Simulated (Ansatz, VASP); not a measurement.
## Cross-check of Nb2COF (Nb2COF MXene bilayer, AB) between VASP and Ansatz

Wanted: the spread between two codes on one cell, functional and k mesh. The structure shown is the end of the Ansatz relaxation below.

Main program and level: Ansatz 0.2.0; plane waves, with VASP 6.6.1 beside it; single point at PBE with D3(BJ).

## Step 1: Starting point

The cell holds 10 atoms: 2 F, 4 Nb, 2 C and 2 O. Cell: a = 3.119 Å, b = 3.119 Å, c = 54.785 Å, α = 90.0°, β = 90.0°, γ = 120.0°. Vacuum lies along c.

## Step 2: Ansatz: relaxation, PBE with D3(BJ)

Ansatz runs on its default PAW (the set named soft_2) files.

This run makes the geometry at which the two programs are then compared.

input.yaml

```yaml
crystal:
  lattice:
    - [3.150576, 0.0, 0.0]
    - [-1.575288, 2.7284788526, 0.0]
    - [0.0, 0.0, 54.7853847394]
  atoms:
    - { symbol: F, position: [0.3333333333, 0.6666666667, 0.3915277788] }
    - { symbol: Nb, position: [0.6666666667, 0.3333333333, 0.4086253986], spin: 1.0 }
    - { symbol: C, position: [0.0, 0.0, 0.4313163655] }
    - { symbol: Nb, position: [0.3333333333, 0.6666666667, 0.4540073324], spin: 1.0 }
    - { symbol: O, position: [0.6666666667, 0.3333333333, 0.4744457394] }
    - { symbol: F, position: [0.6666666667, 0.3333333333, 0.5255542606] }
    - { symbol: Nb, position: [0.0, 0.0, 0.5426518805], spin: -1.0 }
    - { symbol: C, position: [0.3333333333, 0.6666666667, 0.5653428473] }
    - { symbol: Nb, position: [0.6666666667, 0.3333333333, 0.5880338142], spin: -1.0 }
    - { symbol: O, position: [0.0, 0.0, 0.6084722212] }
  periodic: [true, true, false]
magnetization:
  spin_polarized: true
kpoints:
  mp_grid: { grid: [12, 12, 1] }
hamiltonian:
  xc: pbe
  dispersion: d3bj
scf:
  occupations: { method: fermi_dirac, width: 0.05 }
  convergence: { dr2_threshold: 1.0e-09 }
relax:
  f_tol: 0.004
  max_steps: 90
  cell: {}
output:
  write_potential: true
  write_density: true
  volumetric_format: npy
```

Run with:

```console
> ansatz run input.yaml --threads 4 --pin off --max-ram 12288MiB --backend cpu --events-out ev --progress --plain --runs-dir out
```

Numbers of over 12 decimals in the logs are rounded to 6 here.

The log of the run:

```text
Warning: relax.cell: scf.convergence.dr2_threshold = 1e-9 eV is looser than the 2.08781314795e-10 eV advised for a relaxation that steers and ends on the stress (1e-10 eV for each atom of the cell: 10, times the square of relax.cell.stress_2d_tol = 0.05 N/m over 21.9 Å (the atoms' height at the walk's start and 5 Å past either face), 2.285e-2 GPa, over a crystal's default 0.05). What an SCF threshold leaves in a stress goes as its square root, and in the free energy as the threshold itself, and one threshold admits the most on a small cell: [figures from the program's tests cut] Set scf.convergence.dr2_threshold to 2.08781314795e-10 eV or tighter. [rest of the remark cut]
Engine: ansatz 0.2.0, x86_64-unknown-linux-gnu
Pseudopotentials: kind: paw
Pseudopotential: F, paw, valence charge 7, recommended cutoff 420 eV (normal), F.paw.azcp
Pseudopotential: Nb, paw, valence charge 13, recommended cutoff 420 eV (normal), Nb.paw.azcp
Pseudopotential: C, paw, valence charge 4, recommended cutoff 420 eV (normal), C.paw.azcp
Pseudopotential: O, paw, valence charge 6, recommended cutoff 420 eV (normal), O.paw.azcp
Functional definition: PBE
  parameter kappa = 0.804
  parameter beta = 0.066725
  exchange = pbe_x(kappa = kappa, mu = beta*pi^2/3)
  correlation = pbe_c(beta = beta)
Crystal: 10 atoms, lattice volume = 470.951 Å³
Basis set: ecut = 420 eV, 9099 PW (Γ), exchange–correlation on 48×48×750 points (8 copies of the dense FFT grid, shifted against one another)
Bands: 55, of which v1, the nominal top of the filled ones, is band 43 counted from 1 (42 counted from 0)
Symmetry: 6 space group operations
Space group: P3m1 (ITA 156), of the structure as read, at distance tolerance 7.8e-5 Å
Magnetic group: BNS 156.49 (UNI 1279), of the structure as read, at distance tolerance 7.8e-5 Å
k-points: 19 of 144 (time reversal used)
Non-local potential: F, projectors of the file, l = 0: 2, l = 1: 2, l = 2: 1
Non-local potential: Nb, projectors of the file, l = 0: 3, l = 1: 2, l = 2: 2, l = 3: 1
Non-local potential: C, projectors of the file, l = 0: 2, l = 1: 2, l = 2: 1
Non-local potential: O, projectors of the file, l = 0: 2, l = 1: 2, l = 2: 1
PAW form: soft (Blöchl's): semilocal exchange-correlation on the pseudo side does not see the compensation charge
PAW one-centre angular grid: F, 110 points (default); XC on 64 Gauss nodes
PAW one-centre angular grid: Nb, 590 points (default); XC on 64 Gauss nodes
PAW one-centre angular grid: C, 110 points (default); XC on 64 Gauss nodes
PAW one-centre angular grid: O, 110 points (default); XC on 64 Gauss nodes
Initial density: superposition of atomic densities (neutral atoms: chi_scale 0, normalization atom)
Starting moments: Σ|m| = 4 μB on 4 of 10 sites
Starting magnetic order: compensated ferrimagnet; no operation exchanges its spin sublattices
Initial wavefunctions: pseudopotential atomic-orbital guess
Functional: x = pbe(κ = 0.804, μ = 0.219515), c = pbe(β = 0.066725)
SCF iter   1: F=—  HF=-21480.631261 eV  |F-HF|=—  |Δ(HF+E_count)|=         —  Δρ=4.72e-2 (↑4.72e-2 ↓4.72e-2)  dr2=7.64e1  dr2_m=3.50e-1  M=-0.001 μB ∫|m|=1.420 μB  β_m=0.30  ethr=3.10e-3  ⟨swp⟩=12.0  Hψ=13985  notcnv=0  defer=31
Mixer restart at iter 1: flushing history
preconditioner: auto → LDOS  [metal: Δε(μ)=0.036 eV  Ē_g=10.453 eV  σ=0.050 eV  W_gap=0.17  n_scr=34 (ndim 8)  ℏωp=12.1 eV  f_vac=0.726  D(μ)=2.80/eV (n_scr^D=18)]
spin=Collinear: LDOS preconditioning applied to the charge; magnetization (m = ρ↑ − ρ↓) channel mixes plain (no charge-response kernel on spin).
SCF iter   2: F=—  HF=-21470.953917 eV  |F-HF|=—  |Δ(HF+E_count)|=    9.68e0  Δρ=2.32e-2 (↑2.32e-2 ↓2.32e-2)  dr2=1.95e1  dr2_m=1.84e-1  M=-0.000 μB ∫|m|=1.264 μB  β_m=0.44  ethr=3.10e-3  ⟨swp⟩=5.2  Hψ=6845  notcnv=0  defer=78
SCF iter   3: F=—  HF=-21468.802494 eV  |F-HF|=—  |Δ(HF+E_count)|=    2.15e0  Δρ=7.22e-3 (↑7.16e-3 ↓7.22e-3)  dr2=5.56e-1  dr2_m=4.38e-2  M=0.100 μB ∫|m|=0.915 μB  β_m=0.58  ethr=3.10e-3  ⟨swp⟩=5.6  Hψ=6050  notcnv=0  defer=84
SCF iter   4: F=—  HF=-21468.932221 eV  |F-HF|=—  |Δ(HF+E_count)|=   1.30e-1  Δρ=3.05e-3 (↑2.88e-3 ↓3.05e-3)  dr2=8.75e-2  dr2_m=1.60e-2  M=0.077 μB ∫|m|=0.626 μB  β_m=0.79  ethr=6.46e-4  ⟨swp⟩=5.7  Hψ=5181  notcnv=0  defer=64
[...]
basis re-selected at this cell: Δ(F+E_penalty+E_count) = +1.687e-4 eV, ΔP = -0.003 N/m vs the last step (what re-selecting the basis moved, of the pressure what is left beyond the Pulay correction that the steps carried, after the strain that the cell walked since its last selection, with what the two solves' SCF thresholds leave and, on support functions, any second-order correction that the steps lacked; it is no m [...]
WARN: The output density's exchange-correlation potential varies sharply where the density is thin. Do not read a vacuum level from v_tot or v_xc, or from such a field of the output density. On a cell that repeats whose density bears no net charge and no dipole along the vacuum's axis use v_es (v_loc + v_h of the components); under efield.dipole_correction with no amplitude use v_es + v_field, which holds any externa [...]
SCF converged after 4 iterations
Magnetization: 0.0000 μB (43.0000 up, 43.0000 down)
Absolute magnetization: 0.0000 μB (∫|ρ↑−ρ↓|, with the PAW one-centre terms)
Spin contamination: 0.0000 ħ² per cell (⟨S²⟩ above its minimum at these occupations)
Per-site moments (μB) at R_I (Å): [(6.964524420631436e-10, 0.946979), (1.479999544359446e-7, 0.880737), (-5.657199216419267e-8, 0.880737), (-2.4951240477649982e-8, 0.867629), (2.5003677386493917e-8, 0.867629), (-8.131125435159441e-9, 0.938992), (-7.448168887370813e-8, 0.881239), (6.352293732181322e-8, 0.881239), (-2.986592619278834e-8, 0.865643), (6.626417720194127e-8, 0.865643)]
Free energy (F): -21471.640002 eV
Harris-Foulkes:  -21471.640002 eV  (|F-HF|=3.17e-10)
Internal energy: -21471.615365 eV  (E = F + TS)
E sigma→0 (E₀):  -21471.627684 eV
Entropy (-TS):   -0.024637 eV (-2.464 meV/atom)
Fermi energy:    -5.377710 eV
--- Per-component energies (eV) ---
  E_band       = -2106.180440
  E_kinetic    = 2525.478146
  E_local      = -708799.667130  (includes V_loc(G=0)·N_el)
  E_nonlocal   = 768.171786
  E_hartree    = 352705.455630
  E_xc         = -1109.887546
  E_vxc        = -1369.736193  (∫ρ·V_xc dr)
  E_paw        = -13205.092006  (= ΣΔE_a)
  E_vpaw       = -641.347611  (= ΣTr[D̂ρ^β])
  E_aug_tail   = 0.008964  (compensation charges beyond the density's cutoff)
  E_ewald      = 345646.644532
  E_disp       = -2.727742  (pairwise vdW)
  E_smearing   = -0.024637  (= −TS)
  E_closure    = 0.000000  (closes the sum)
  Σ components = -21471.640002   (vs F -21471.640002, Δ=0.00e0)
--- Forces (eV/Å), atoms counted from 1 ---
  atom   1  F      0.00000000     0.00000000     0.00164277
  atom   2  Nb    -0.00000000    -0.00000000    -0.00274004
  atom   3  C      0.00000000     0.00000000     0.00362308
  atom   4  Nb     0.00000000    -0.00000000    -0.00105259
  atom   5  O      0.00000000    -0.00000000    -0.00134706
  atom   6  F     -0.00000000     0.00000000    -0.00052352
  atom   7  Nb     0.00000000    -0.00000000     0.00389173
  atom   8  C      0.00000000     0.00000000     0.00012556
  atom   9  Nb     0.00000000    -0.00000000    -0.00141082
  atom  10  O      0.00000000    -0.00000000    -0.00221173
  max |Σ_I F_I| component: 2.62e-6 eV/Å
--- 2D stress c σ (N/m, compression-positive) ---
        0.021747       0.000000       0.000000
        0.000000       0.021747       0.000000
        0.000000       0.000000       0.000000
  P = ½ c Tr σ = 0.0217 N/m
--- Band table (eV; the first three rows and the last of 38) ---
  k-point 0 ↑: bands = [... 39 lower, -8.4748, -6.2201, -6.2201, -6.2187, -6.2187, -5.5005, -5.4774, -3.9243, ... 8 higher]
  k-point 1 ↑: bands = [... 39 lower, -8.5164, -6.3722, -6.3590, -6.0797, -6.0722, -5.4678, -5.4250, -3.9720, ... 8 higher]
  k-point 2 ↑: bands = [... 39 lower, -8.5545, -6.7156, -6.6815, -5.6756, -5.6631, -5.3919, -5.3216, -3.9457, ... 8 higher]
  k-point 18 ↓: bands = [... 39 lower, -9.3180, -5.6007, -5.5746, -5.2040, -5.1410, -4.4912, -4.4789, -3.5746, ... 8 higher]
  the weakly bound empty levels are not read free of the cell's end (no_gap_told)
--- Relaxed structure (11 steps of the walk, 9 accepted, 2 SCFs on fresh bases) ---
  F+E_penalty+E_count = -21471.64000203 eV   max|allowed force component| = 3.892e-3 eV/Å   (the final SCF, on the basis selected at the relaxed cell)
  cell:  # Å, volume = 461.6751 Å³
    - [3.119396, -2.3077676450087962e-18, 0]
    - [-1.559698, 2.701476, 0]
    - [0, 0, 54.7853847394]
  atoms:
    - { symbol: F, position: [0.333333, 0.666667, 0.382307] }
    - { symbol: Nb, position: [0.666667, 0.333333, 0.408292] }
    - { symbol: C, position: [-1.7763568395198024e-17, -2.2204460492583895e-17, 0.429225] }
    - { symbol: Nb, position: [0.333333, 0.666667, 0.451946] }
    - { symbol: O, position: [0.666667, 0.333333, 0.471778] }
    - { symbol: F, position: [0.666667, 0.333333, 0.523335] }
    - { symbol: Nb, position: [-1.7763568395198415e-17, -2.2204460492584086e-17, 0.548746] }
    - { symbol: C, position: [0.333333, 0.666667, 0.569721] }
    - { symbol: Nb, position: [0.666667, 0.333333, 0.592484] }
    - { symbol: O, position: [-1.776356839519845e-17, -2.2204460492583892e-17, 0.612145] }
```

(Continued in part 2 of 2.)

[Lines on the potential files, build, host, timing and source positions are cut from VASP's logs without a mark.]

[Logs are printed without paths, hosts, clocks, repeated set-up lines and the standing remarks that a program may print on its own settings, such as how far it seeks lower states.]

[Hosts, paths, dates, database ids (printed as entryN), source tags and the programs' standing remarks are cut or masked in the printed files.]
